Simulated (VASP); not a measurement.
Runs of VASP 6.6.1 on Ca3ZnSe4. It takes space group P-43m (No. 215, cubic). Conventional cell: a = 6.382 Å, b = 6.382 Å, c = 6.382 Å, α = 90.00°, β = 90.00°, γ = 90.00°. Se (site symmetry 3m) has 1 Zn at 2.54 Å and 3 Ca at 2.84 Å as nearest neighbours. Zn (site symmetry -43m) is surrounded by 4 Se at 2.54 Å. Ca (site symmetry -42m) is surrounded by 4 Se at 2.84 Å. The cell comes from a database or a generator and needn't be the stable form of this composition.

```tsv
task	level	potentials or basis	cell	k mesh	smearing	optimiser	other keys	gap on the mesh (eV)	pressure (GPa)	largest force (eV/Å)
single point	LDA	VASP PAW LDA potentials, release 64 (Se, Zn, Ca_sv)	volume scaled by 0.96	4 × 4 × 4	fermi-dirac 0.02 eV	-	EDIFF = 1e-05; NBANDS = 37	1.91	-1.6	0.15
relaxation of the atoms	PW91	VASP PAW PBE potentials, release 64 (Se, Zn, Ca_sv)	atoms relaxed from: atoms moved at random, drawn with an rms of 0.05 Å	3 × 3 × 3	gaussian 0.05 eV	BFGSLineSearch	-	2.04	-0.1	0.01
relaxation of the atoms	vdW-DF-cx	VASP PAW PBE potentials, release 54 (Se, Zn, Ca_sv)	atoms relaxed from: atoms moved at random, drawn with an rms of 0.05 Å	3 × 3 × 3	gaussian 0.05 eV	vasp	-	1.99	-1.2	-
optical spectrum	PBEsol+rVV10	VASP PAW PBE potentials, release 64 (Se, Zn, Ca_sv)	as given	4 × 4 × 4	gaussian 0.01 eV	-	-	1.91	(a)	0.13
```

Alike in all rows: no spin polarisation; cutoff (eV) 520.

Problem. Estimate the missing entries.

Solution. (a) -1.8.

Caveats: the PAW data sets were made with another functional, which shifts forces and pressure a little (some runs); an odd mesh through Γ misses points on the zone boundary, where band edges often lie (some runs); spectra need much finer meshes, so this one isn't converged (some runs); independent-particle spectra lack excitons (some runs).

A k mesh can miss the band edges, and the runs leave out spin-orbit coupling on Se.

Runs at the PBE level aren't shown here.
